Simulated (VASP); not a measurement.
Level of theory: LDA (Ceperley-Alder, Perdew-Zunger), VASP's LDA PAW potentials (set 64) (plane waves; VASP).

VASP ran on this input.

POSCAR:
```
LaMg
1.0
  5.6154700000   0.0000000000   0.0000000000
  0.0000000000   3.8014600000   0.0000000000
  0.0000000000   0.0000000000   5.7890100000
La Mg
2 2
Direct
  0.7500000000   0.0000000000   0.7931000000
  0.2500000000   0.0000000000   0.2069000000
  0.2500000000   0.5000000000   0.6932400000
  0.7500000000   0.5000000000   0.3067600000
```

**KPOINTS**
```
Regular mesh
0
gamma
  3 4 3
0 0 0
```

### INCAR
```
ALGO=Normal
EDIFF=1E-6
ENCUT=300
ISIF=2
ISMEAR=0
LASPH=T
LCHARG=F
LMAXMIX=6
LREAL=F
LWAVE=F
NELM=100
PREC=Accurate
SIGMA=0.05
SYSTEM=LaMg
```

POTCAR, in this order: La Mg (LDA.64 set). Program: vasp_std.

Output

### OUTCAR
```
 ion  position               nearest neighbor table
   1  0.750  0.000  0.793-   4 3.40   4 3.40   3 3.44   3 3.44   3 3.44   3 3.44   4 3.53   4 3.53
  LATTYP: Found a simple orthorhombic cell.
 ALAT       =     3.8014600000
 B/A-ratio  =     1.4771877121
 C/A-ratio  =     1.5228385936
 Subroutine PRICEL returns:
 Original cell was already a primitive cell.
 Subroutine GETGRP returns: Found  8 space group operations
The static configuration has the point symmetry C_2h.
 The point group associated with its full space group is D_2h.
The dynamic configuration has the point symmetry C_2h.
 Subroutine INISYM returns: Found  8 space group operations
 Subroutine IBZKPT returns following result:
 Found     12 irreducible k-points:

 Following reciprocal coordinates:
            Coordinates               Weight
  0.000000  0.000000  0.000000      1.000000
  0.333333  0.000000  0.000000      2.000000
  0.000000  0.250000  0.000000      2.000000
  0.333333  0.250000  0.000000      4.000000
  0.000000  0.500000  0.000000      1.000000
  0.333333  0.500000  0.000000      2.000000
  0.000000  0.000000  0.333333      2.000000
...
```

OSZICAR:
```
       N       E                     dE             d eps       ncg     rms          rms(c)
DAV:   1     0.238649992844E+03    0.23865E+03   -0.69754E+03   408   0.119E+03
DAV:   2     0.276354121261E+02   -0.21101E+03   -0.20893E+03   640   0.314E+02
DAV:   3    -0.111896092028E+02   -0.38825E+02   -0.37957E+02   682   0.149E+02
DAV:   4    -0.149170911245E+02   -0.37275E+01   -0.36640E+01   813   0.450E+01
DAV:   5    -0.152316891087E+02   -0.31460E+00   -0.31280E+00   672   0.124E+01    0.345E+00
DAV:   6    -0.151168463097E+02    0.11484E+00   -0.10858E+00   816   0.739E+00    0.188E+00
DAV:   7    -0.150875139371E+02    0.29332E-01   -0.10028E-01   744   0.223E+00    0.795E-01
DAV:   8    -0.150802194371E+02    0.72945E-02   -0.11905E-02   808   0.919E-01    0.906E-02
DAV:   9    -0.150799769729E+02    0.24246E-03   -0.10869E-03   800   0.245E-01    0.465E-02
DAV:  10    -0.150799095518E+02    0.67421E-04   -0.15288E-04   728   0.911E-02    0.117E-02
DAV:  11    -0.150799088945E+02    0.65727E-06   -0.20220E-05   720   0.407E-02    0.425E-03
DAV:  12    -0.150799087183E+02    0.17625E-06   -0.95795E-07   528   0.107E-02
   1 F= -.15079909E+02 E0= -.15074642E+02  d E =-.105338E-01
```

**OUTCAR**
```
------------------------ aborting loop because EDIFF is reached ----------------------------------------
  FORCE on cell =-STRESS in cart. coord.  units (eV):
  Direction    XX          YY          ZZ          XY          YZ          ZX
  --------------------------------------------------------------------------------------
  Total       -2.3497463     -3.3517645     -2.4885285      0.0000000      0.0000000     -0.0000000
  in kB      -30.4642662    -43.4553490    -32.2635664      0.0000000      0.0000000     -0.0000000
  external PRESSURE =     -35.3943939 kB  Pullay stress =       0.0000000 kB
  volume of cell :      123.58
      direct lattice vectors                 reciprocal lattice vectors
     5.615470000  0.000000000  0.000000000     0.178079484  0.000000000  0.000000000
     0.000000000  3.801460000  0.000000000     0.000000000  0.263056826  0.000000000
     0.000000000  0.000000000  5.789010000     0.000000000  0.000000000  0.172741108
 POSITION                                       TOTAL-FORCE (eV/Angst)
 -----------------------------------------------------------------------------------
      4.21160      0.00000      4.59126         0.000000      0.000000     -0.027980
      1.40387      0.00000      1.19775        -0.000000     -0.000000      0.027980
      1.40387      1.90073      4.01317         0.000000      0.000000      0.092247
      4.21160      1.90073      1.77584         0.000000      0.000000     -0.092247
 -----------------------------------------------------------------------------------
    total drift:                                0.000000      0.000000      0.000000
  FREE ENERGIE OF THE ION-ELECTRON SYSTEM (eV)
  ---------------------------------------------------
  free  energy   TOTEN  =       -15.0799087183 eV

  energy  without entropy=      -15.0693749092  energy(sigma->0) =      -15.07464181
```
(Selected blocks of OUTCAR.)

### OUTCAR
```
 val. band max:        5.2475667351   @ k =   0.3333   0.0000   0.3333

 cond. band min:       5.2850667630   @ k =   0.0000   0.5000   0.3333


 Fermi energy:         5.2684897837

 k-point     1 :       0.0000    0.0000    0.0000
  band No.  band energies     occupation
      1     -27.4820      2.00000
      2     -27.3939      2.00000
      3     -11.4688      2.00000
      4     -11.3958      2.00000
      5     -10.9897      2.00000
      6     -10.9496      2.00000
      7     -10.8861      2.00000
      8     -10.7843      2.00000
      9       0.5355      2.00000
     10       2.4649      2.00000
     11       4.6412      2.00000
     12       4.7124      2.00000
     13       5.0599      2.00000
     14       5.7671      0.00000
     15       6.0844      0.00000
     16       6.7936      0.00000
     17       6.8279      0.00000

 k-point     2 :       0.3333    0.0000    0.0000
  band No.  band energies     occupation
      1     -27.4599      2.00000
      2     -27.4159      2.00000
      3     -11.4339      2.00000
      4     -11.3857      2.00000
      5     -11.0143      2.00000
      6     -11.0076      2.00000
      7     -10.8605      2.00000
      8     -10.8097      2.00000
      9       1.2425      2.00000
     10       2.4592      2.00000
     11       4.3308      2.00000
     12       4.8270      2.00000
     13       5.2240      1.79174
     14       5.6756      0.00000
     15       6.2108      0.00000
     16       6.2344      0.00000
     17       6.6727      0.00000

 k-point     3 :       0.0000    0.2500    0.0000
  band No.  band energies     occupation
      1     -27.4537      2.00000
      2     -27.3669      2.00000
      3     -11.4207      2.00000
      4     -11.3479      2.00000
      5     -11.2514      2.00000
      6     -11.1161      2.00000
      7     -10.9523      2.00000
      8     -10.9139      2.00000
      9       1.3609      2.00000
     10       2.9977      2.00000
     11       4.5385      2.00000
...
```

At this cut-off the stress carries a Pulay error, which pulls relaxed volumes low.

The structure comes from a computed database's LaMg entry (Pmma); how it stands against other phases isn't given here. The cell was not relaxed at this level. The k-mesh is coarse (spacing up to 0.41 per Å, 2π included), so the numbers may not be converged in it. The run is one of a series of settings (KPOINTS 3×4×3 Γ-centred mesh against the base run), some of them coarse on purpose.
